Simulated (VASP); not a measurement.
Given:

```yaml
crystal:
  lattice:
    - [3.82970, 0.00000, 0.00000]
    - [-1.91485, 3.31662, 0.00000]
    - [0.00000, 0.00000, 6.58941]
  atoms:
    - { symbol: Hg, position: [0.00000, 0.00000, 0.00000] }
    - { symbol: Hg, position: [0.00000, 0.00000, 0.50000] }
    - { symbol: S, position: [0.33333, 0.66667, 0.25000] }
    - { symbol: S, position: [0.66667, 0.33333, 0.75000] }
```

Calculation: PBEsol GGA, VASP's PBE PAW potentials (set 64) (plane waves; VASP). Settings: 400 eV cut-off, Gaussian smearing of 0.050 eV, potentials Hg S.

Give the energies of bands 8 to 21 at the high-symmetry points, in eV from the Fermi level.

```tsv
band	Γ	M	K	A	L	H
8	-6.38	-6.08	-6.05	-6.69	-6.62	-6.52
9	-6.37	-5.98	-6.05	-6.20	-6.11	-6.17
10	-6.37	-5.88	-5.89	-6.20	-6.11	-6.17
11	-5.94	-5.62	-5.89	-6.20	-5.94	-5.60
12	-5.94	-5.53	-5.65	-6.20	-5.94	-5.60
13	-4.73	-4.45	-5.31	-4.38	-4.95	-4.95
14	-1.59	-4.23	-3.50	-4.38	-4.95	-4.95
15	-1.22	-3.60	-2.09	-0.48	-1.40	-3.40
16	-1.22	-2.47	-2.09	-0.48	-1.40	-3.40
17	-1.13	-2.18	-2.00	-0.48	-1.26	-0.22
18	0.18	0.13	-2.00	-0.48	-1.26	-0.22
19	0.18	1.40	-1.13	2.04	0.66	1.96
20	3.08	2.84	4.00	2.04	0.66	1.96
21	5.35	3.29	6.43	6.11	5.95	3.93
```

It has no gap at this level: it comes out as a metal or semimetal.

The structure was generated: HgS was put into the NiAs type type (P6_3/mmc), which need not be its known phase. It was relaxed first, which changed the volume by +29 %.
